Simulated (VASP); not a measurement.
VASP runs on SrCl2 (fluorite) share one base input (PBE GGA, plane waves, VASP's PBE PAW potentials (set 64)) and change the settings named in each case.

### INCAR
```
GGA=PE
ALGO=Normal   ! blocked Davidson
PREC=Accurate
LREAL=F   ! projection in real space or not
LMAXMIX=4   ! l cut-off of mixed one-centre charges
SYSTEM=SrCl2
SIGMA=0.05   ! width (eV)
NELM=100   ! most electronic steps
LASPH=T
ISIF=2
EDIFF=1E-6   ! SCF stop (eV)
ENCUT=400   ! plane-wave cut-off (eV)
LCHARG=F
ISMEAR=0   ! Gaussian
LWAVE=F
```

File POSCAR:
```
SrCl2
1
    0.0000000000     3.5598000000     3.5598000000
    3.5598000000     0.0000000000     3.5598000000
    3.5598000000     3.5598000000     0.0000000000
Sr Cl
1 2
Direct
  0.0000000000   0.0000000000   0.0000000000
  0.2500000000   0.2500000000   0.2500000000
  0.7500000000   0.7500000000   0.7500000000
```

KPOINTS:
```
Automatic
0
Gamma
 5 5 5
0 0 0
```

POTCAR, in this order: Sr_sv Cl (PBE.64 set). Program: vasp_std.

```tsv
change	E(σ→0) (eV/atom)	−TS (eV)
base run	-4.2604	0.0000
ISMEAR = 2, SIGMA = 0.1	-4.2603	0.0001
SIGMA = 0.01	-4.2604	0.0000
ISMEAR = 1, SIGMA = 0.1	-4.2603	0.0007
ISMEAR = 1, SIGMA = 0.3	-4.2602	0.0365
ISMEAR = -1, SIGMA = 0.3	-4.2603	-0.0005
ISMEAR = 1, SIGMA = 0.5	-4.2555	0.0790
ISMEAR = -5, SIGMA removed	-4.2604	0.0000
ISMEAR = -4, SIGMA removed	-4.2604	0.0000
```

Left out are runs that ran out of time, are held back, or changed the cell or the kind of run, fixed moments of cells without a moment, rows past the twelfth, gaps on odd meshes, pressures of charged cells and columns that move by less than the noise.

The compound is SrCl2 in the fluorite structure. The cell was not relaxed at this level.
